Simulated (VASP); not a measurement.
Given:

```yaml
crystal:
  lattice:
    - [3.59564, 0.00000, 0.00000]
    - [0.00000, 3.59564, 0.00000]
    - [0.00000, 0.00000, 3.59564]
  atoms:
    - { symbol: Si, position: [0.00000, 0.00000, 0.00000] }
    - { symbol: Ni, position: [0.00000, 0.50000, 0.50000] }
    - { symbol: Ni, position: [0.50000, 0.00000, 0.50000] }
    - { symbol: Ni, position: [0.50000, 0.50000, 0.00000] }
```

The numbers are results of revPBE GGA, VASP's PBE PAW potentials (set 64) (plane waves; VASP 6.6.1), not measurements. Settings: 520 eV cut-off, 9×9×9 Γ-centred mesh, first-order Methfessel-Paxton smearing of 0.10 eV, potentials Si Ni.

Give the stress tensor in GPa (positive for a compressed cell).

```
-10.22    0.00    0.00
  0.00  -10.22    0.00
  0.00    0.00  -10.22
```
The pressure is its mean diagonal, -10.22 GPa.

The compound is Ni3Si in the L1_2 structure. This cell is one point of a volume scan, at 1.06 of the reference volume. The run is not spin-polarised, so no magnetic state was tried.
